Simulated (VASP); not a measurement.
# Al5Sn (P6/mmm) in VASP: further runs

One crystal, Al5Sn, is run at these levels: PBE; tasks: relaxation of cell and atoms, single point.

Program: VASP 6.6.1. These are calculated values, not measurements. Logs are shortened: lines on timing, memory, paths and dates and some standing lists are left out, and cuts for length are marked.

## 1. The undisturbed crystal

Symmetry: P6/mmm, No. 191, hexagonal system. Conventional cell: a = 5.501 Å, b = 5.501 Å, c = 4.543 Å, α = 90.00°, β = 90.00°, γ = 120.00°. Al (site symmetry mmm) has 8 Al at 2.75 to 2.77 Å as nearest neighbours. Al (site symmetry -6m2) is surrounded by 9 Al at 2.77 to 3.18 Å and 3 Sn at 3.18 Å. Sn (site symmetry 6/mmm) has 18 Al at 3.18 to 3.57 Å as nearest neighbours.

The cell was built by a generator and needn't be a form met in nature.

## 2. Relaxation of cell and atoms, PBE (species swapped into the CeFe5 type (P6/mmm, No. 191))

INCAR

```
PREC = Accurate
ENCUT = 600
EDIFF = 1E-6
ISMEAR = 0
SIGMA = 0.1
LREAL = F
LASPH = T
NELM = 100
ALGO = Fast
ISIF = 3
LWAVE = F
LCHARG = F
GGA = PE
IBRION = 2
NSW = 100
EDIFFG = -0.01
```

KPOINTS

```
regular mesh
0
Gamma
  9 9 8
```

POSCAR

```
Al5Sn
1.0
    5.5589711789      0.0000000000      0.0000000000
   -2.7794855895      4.8142102598      0.0000000000
    0.0000000000      0.0000000000      4.4637568441
Al Sn
5 1
Direct
    0.0000000000      0.5000000000      0.5000000000
    0.3333333333      0.6666666667      0.0000000000
    0.6666666667      0.3333333333      0.0000000000
    0.5000000000      0.0000000000      0.5000000000
    0.5000000000      0.5000000000      0.5000000000
    0.0000000000      0.0000000000      0.0000000000
```

Potentials or basis: VASP PAW PBE potentials, release 64 (Al, Sn_d).

Run with:

```sh
$ cat potpaw_PBE.64/Al/POTCAR potpaw_PBE.64/Sn_d/POTCAR > POTCAR
$ mpirun -np 1 vasp_std > vasp.out
```

OUTCAR:

```text
PREC = Accurate
   ENCUT = 600
   EDIFF = 1E-6
   ISMEAR = 0
   LREAL = F
   LASPH = T
   NELM = 100
   ISIF = 3
   GGA = PE
   IBRION = 2
   NSW = 100
   EDIFFG = -0.01

 ion  position               nearest neighbor table
   1  0.000  0.500  0.500-   2 2.75   3 2.75   2 2.75   3 2.75   4 2.78   4 2.78   5 2.78   5 2.78

   2  0.333  0.667  0.000-   4 2.75   4 2.75   1 2.75   1 2.75   5 2.75   5 2.75   3 3.21   3 3.21
                             6 3.21   6 3.21   6 3.21   3 3.21
   3  0.667  0.333  0.000-   4 2.75   4 2.75   1 2.75   1 2.75   5 2.75   5 2.75   2 3.21   2 3.21
                             6 3.21   6 3.21   6 3.21   2 3.21
   4  0.500  0.000  0.500-   2 2.75   3 2.75   2 2.75   3 2.75   1 2.78   1 2.78   5 2.78   5 2.78

   5  0.500  0.500  0.500-   2 2.75   3 2.75   2 2.75   3 2.75   4 2.78   4 2.78   1 2.78   1 2.78

   6  0.000  0.000  0.000-   2 3.21   3 3.21   2 3.21   3 3.21   3 3.21   2 3.21

  LATTYP: Found a hexagonal cell.
 ALAT       =     5.5589711789
 C/A-ratio  =     0.8029825485

  Lattice vectors:

 A1 = (   5.5589711789,   0.0000000000,   0.0000000000)
 A2 = (  -2.7794855895,   4.8142102598,   0.0000000000)
 A3 = (   0.0000000000,   0.0000000000,   4.4637568441)

Analysis of symmetry for initial positions (statically):
=====================================================================
 Subroutine PRICEL returns:
 Original cell was already a primitive cell.

 Routine SETGRP: Setting up the symmetry group for a
 hexagonal supercell.

 Subroutine GETGRP returns: Found 24 space group operations
 (whereof 24 operations were pure point group operations)
 out of a pool of 24 trial point group operations.

The static configuration has the point symmetry D_6h.

Analysis of symmetry for dynamics (positions and initial velocities):
=====================================================================
 Subroutine PRICEL returns:
 Original cell was already a primitive cell.

 Routine SETGRP: Setting up the symmetry group for a
 hexagonal supercell.

 Subroutine GETGRP returns: Found 24 space group operations
 (whereof 24 operations were pure point group operations)
 out of a pool of 24 trial point group operations.

The dynamic configuration has the point symmetry D_6h.

 Subroutine INISYM returns: Found 24 space group operations
 (whereof 24 operations are pure point group operations),
 and found     1 'primitive' translations

----------------------------------------------------------------------------------------

                                     Primitive cell

  volume of cell :     119.4593
[... 106 lines left out ...]
   TEBEG  =    0.0;   TEEND  =   0.0 temperature during run
   PSTRESS=    0.0 pullay stress
   NELECT =      29.0000    total number of electrons
   NUPDOWN=      -1.0000    fix difference up-down
   EMIN   =  10.00;   EMAX   =-10.00  energy-range for DOS
   EFERMI =   0.00;   METHOD = LEGACY
   ISMEAR =     0;   SIGMA  =   0.10  broadening in eV -4-tet -1-fermi 0-gaus
   EFERMI_NEDOS =   21; number of points for ismear=-14 and -15
   IALGO  =     68    algorithm
   IMIX   =      4    mixing-type and parameters
     AMIX     =   0.40;   BMIX     =  1.00
     AMIX_MAG =   1.60;   BMIX_MAG =  1.00
  volume/ion in A,a.u.               =      19.91       134.36
  Fermi-wavevector in a.u.,A,eV,Ry     =   1.021255  1.929892 14.190354  1.042962
  Thomas-Fermi vector in A             =   2.154870
   LORBIT       =      0    0 simple, 1 ext, 2 COOP (PROOUT), +10 PAW based schemes
   GGA     = PE    functional components
   LHFCALC =     F    Hartree Fock is set to
   AEXX    =    0.0000 exact exchange contribution
   IVDW    =     0    specifies the selected vdW correction
   LEPSILON=     F    determine dielectric tensor
   LRPA    =     F    only Hartree local field effects (RPA)
 conjugate gradient relaxation of ions
 non-spin polarized calculation
 RMM-DIIS sequential band-by-band and
 Gauss-broadening in eV      SIGMA  =   0.10
  energy-cutoff  :      600.00
  volume of cell :      119.46
 maximum number of plane-waves:      4008
 NGX is ok and might be reduce to    48
   NGX = 23   NGY = 23   NGZ = 17

--------------------------------------- Ionic step        1  -------------------------------------------

 number of electron      28.9999995 magnetization

 Free energy of the ion-electron system (eV)
  ---------------------------------------------------
  ext. energy  EPLUGINS =         0.00000000
  ---------------------------------------------------
  free energy    TOTEN  =       -21.52817142 eV

  energy without entropy =      -21.51476621  energy(sigma->0) =      -21.52146882

------------------------ aborting loop because EDIFF is reached ----------------------------------------

  FORCE on cell =-STRESS in cart. coord.  units (eV):
  Direction    XX          YY          ZZ          XY          YZ          ZX
  --------------------------------------------------------------------------------------
  -------------------------------------------------------------------------------------
  Total       -0.7591228     -0.7591228      1.4467750      0.0000000     -0.0000000      0.0000000
  in kB      -10.1812858    -10.1812858     19.4040135      0.0000000     -0.0000000      0.0000000
  external PRESSURE =      -0.3195194 kB  Pullay stress =       0.0000000 kB
[... 147 lines left out ...]
--------------------------------------- Ionic step        5  -------------------------------------------

 number of electron      29.0000002 magnetization

 Free energy of the ion-electron system (eV)
  ---------------------------------------------------
  ext. energy  EPLUGINS =         0.00000000
  ---------------------------------------------------
  free energy    TOTEN  =       -21.54953553 eV

  energy without entropy =      -21.53658590  energy(sigma->0) =      -21.54306071

 E-fermi :   7.1272     XC(G=0):  -9.8883

 val. band max:        7.1096293424   @ k =   0.1111   0.1111   0.0000
 cond. band min:       7.1323971151   @ k =   0.1111   0.1111   0.5000
 fundamental gap:      0.0227677727
 Fermi energy:         7.1272299912

 k-point     1 :       0.0000    0.0000    0.0000
  band No.  band energies     occupation
      1     -14.3950      2.00000
      2     -14.3754      2.00000
      3     -14.3754      2.00000
      4     -14.3622      2.00000
      5     -14.3622      2.00000
      6      -3.5374      2.00000
[... 481 lines left out ...]
      5     -14.3615      2.00000
      6      -1.3727      2.00000
[... 10 lines left out ...]
     17       8.6784      0.00000
     18      10.3528      0.00000

 [... further k-points ...]
[... 5 lines left out ...]
  --------------------------------------------------------------------------------------
  -------------------------------------------------------------------------------------
  Total        0.0101530      0.0101530      0.0358596     -0.0000000      0.0000000      0.0000000
  in kB        0.1367479      0.1367479      0.4829819     -0.0000000      0.0000000      0.0000000
  external PRESSURE =       0.2521592 kB  Pullay stress =       0.0000000 kB
[... 21 lines left out ...]
  FREE ENERGIE OF THE ION-ELECTRON SYSTEM (eV)
  ---------------------------------------------------
  free  energy   TOTEN  =       -21.5495355265 eV

  energy  without entropy=      -21.5365859001  energy(sigma->0) =      -21.54306071

 reached required accuracy - stopping structural energy minimisation
```

OSZICAR:

```text
N       E                     dE             d eps       ncg     rms          rms(c)
DAV:   1     0.153173948744E+03    0.15317E+03   -0.13151E+04  2160   0.171E+03
DAV:   2    -0.594573942126E+01   -0.15912E+03   -0.15482E+03  2226   0.357E+02
DAV:   3    -0.214039146371E+02   -0.15458E+02   -0.14634E+02  2758   0.983E+01
[... 42 lines left out ...]
RMM:   2    -0.215497923739E+02    0.11577E-02   -0.20631E-03  2565   0.557E-01    0.930E-02
RMM:   3    -0.215495346880E+02    0.25769E-03   -0.94572E-04  2352   0.351E-01    0.138E-02
RMM:   4    -0.215495330502E+02    0.16378E-05   -0.11514E-04  2832   0.910E-02    0.713E-03
RMM:   5    -0.215495347805E+02   -0.17304E-05   -0.22928E-05  2910   0.452E-02    0.504E-03
RMM:   6    -0.215495355265E+02   -0.74596E-06   -0.51238E-06  1954   0.262E-02
   5 F= -.21549536E+02 E0= -.21543061E+02  d E =-.123857E-03
```

Run time: 4.8 min. Hardware: 1 thread of Intel Xeon Platinum 8559C (Emerald Rapids), shared host; peak memory 0.39 GiB.

What came out:

- Free energy: -21.5495 eV
- Relaxed volume: 19.83 Å³/atom
- Relaxed cell: a = 5.499 Å, b = 5.499 Å, c = 4.543 Å, α = 90.00°, β = 90.00°, γ = 120.00°
- Space group after relaxing (to 0.05 Å): P6/mmm (No. 191)
- Energy gained by relaxing: 3.6 meV/atom
- Ionic steps: 5
- Pressure after relaxing: 0.0 GPa

Step by step:
```
step  energy change (eV)  largest force (eV/Å)  pressure (GPa)  volume (Å³)
   1              0.0000                0.0000           -0.03       119.46
   2             -0.0181                0.0000           -0.15       119.38
   3             -0.0212                0.0000           -0.13       119.31
   4             -0.0212                0.0000           -0.15       119.32
   5             -0.0214                0.0000            0.03       118.96
```

Final structure:
```cif
data_structure
_symmetry_space_group_name_H-M 'P 1'
_symmetry_Int_Tables_number 1
_cell_length_a 5.4988
_cell_length_b 5.4988
_cell_length_c 4.5427
_cell_angle_alpha 90.000
_cell_angle_beta 90.000
_cell_angle_gamma 120.000
_cell_volume 118.96
loop_
_atom_site_label
_atom_site_type_symbol
_atom_site_fract_x
_atom_site_fract_y
_atom_site_fract_z
_atom_site_occupancy
Al1 Al 0.00000 0.50000 0.50000 1
Al2 Al 0.33333 0.66667 0.00000 1
Al3 Al 0.66667 0.33333 0.00000 1
Al4 Al 0.50000 0.00000 0.50000 1
Al5 Al 0.50000 0.50000 0.50000 1
Sn1 Sn 0.00000 0.00000 0.00000 1
```

Levels at points of the mesh, in eV from the Fermi level:
```
           k point  band 11  band 12  band 13  band 14  band 15  band 16  band 17  band 18
(0.00, 0.00, 0.00)    -3.69    -3.33    -3.33    -2.08     0.98     2.23     2.23     2.61
(0.00, 0.00, 0.50)    -2.24    -2.24    -2.14    -2.14    -1.95    -1.95    -1.09    -1.09
```

Caveat: the bands computed are all filled at some k points, so no gap is given.

(Part 1 of 2 ends here.)
